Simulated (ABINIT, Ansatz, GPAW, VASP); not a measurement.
## Code comparison for RbCl (Fm-3m, 2 atoms in the cell)

Self-consistent single point.

```yaml
crystal:
  lattice:
    - [0.00000, 3.29000, 3.29000]
    - [3.29000, 0.00000, 3.29000]
    - [3.29000, 3.29000, 0.00000]
  atoms:
    - { symbol: Rb, position: [0.00000, 0.00000, 0.00000] }
    - { symbol: Cl, position: [0.50000, 0.50000, 0.50000] }
```

All programs got the same cell, k-point mesh and kind of occupations (in Ansatz's words: kpoints.mp_grid.grid = 9 9 9; scf.occupations.method = fermi_dirac; scf.occupations.width = 0.0037 Ry); potentials, basis and cutoffs are each program's usual ones.

| code | model | pressure (GPa) | gap on the mesh (eV) | cutoff |
|---|---|---|---|---|
| ABINIT | PBE, PAW (JTH v2.0 PBE PAW) | 0.98 | 4.989 | 52 Ry |
| Ansatz | PBE, default PAW files | 0.87 | 5.003 | 30.9 Ry |
| GPAW | PBE, GPAW PAW datasets PBE (gpaw-data 1.0.1) | 0.85 | 5.002 | 600 eV |
| VASP | PBE, VASP's PBE PAW potentials (set 64) | – | 5.000 | 300 eV |

A dash marks a value that a program does not give, or that is left out as unsure.

Gaps are read on the mesh.

The spread over the programs that give each value: pressure within 0.13 GPa; gap on the mesh within 0.014 eV.

The starting cell has typed, rounded lattice constants, without a prior relaxation at this level.

**Question.** Why do the programs differ, and what cannot be compared?

**Answer.** Differences of this kind can come from the potentials, where these differ, and from what each basis and cutoff leave unconverged. The zero of total energies and Fermi levels follows the potentials and each program's conventions, so they are not compared here. Ansatz's pressure is given at a fixed set of plane waves, as the other plane-wave codes print theirs. Ansatz's smearing width was typed in Ry to four decimals, so it matches the others to a few per cent.

VASP's run is marked for a possible Pulay error in its stress at this cutoff; no cutoff test was made.

Left out of this page: Quantum ESPRESSO, CP2K, Elk, FLEUR and SIESTA (not drawn, or without a comparable value).

Ansatz is a program for electronic structure.

Keys are those of Ansatz 0.2.
